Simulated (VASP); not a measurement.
The system is CdSe.

```
CELL_PARAMETERS angstrom
0.00000 3.06778 3.06778
3.06778 0.00000 3.06778
3.06778 3.06778 0.00000
ATOMIC_POSITIONS crystal
Cd 0.00000 0.00000 0.00000
Se 0.25000 0.25000 0.25000
```

The cell was built by a generator and needn't be a form met in nature.

Base run:

| Item | Value |
| --- | --- |
| Program | VASP 6.6.1 |
| Functional | PBE |
| Potentials or basis | VASP PAW PBE potentials, release 64 (Cd, Se) |
| Cutoff | 520 eV |
| k mesh | 6 × 6 × 6 |
| Occupations | gaussian, width 0.01 eV |
| Spin | no spin polarisation |

Its results: band gap on the k mesh 0.55 eV, direct; pressure 1.7 GPa.

Question: The run is repeated on the same cell with these changes: functional from PBE to HSE06. What comes out?

Answer: Band gap on the k mesh 1.49 eV, direct; pressure 0.4 GPa.

HSE06 gives the wider gap, since exact exchange removes part of the self-interaction.

Caveats: the PAW data sets were made with another functional, which shifts forces and pressure a little (some runs).

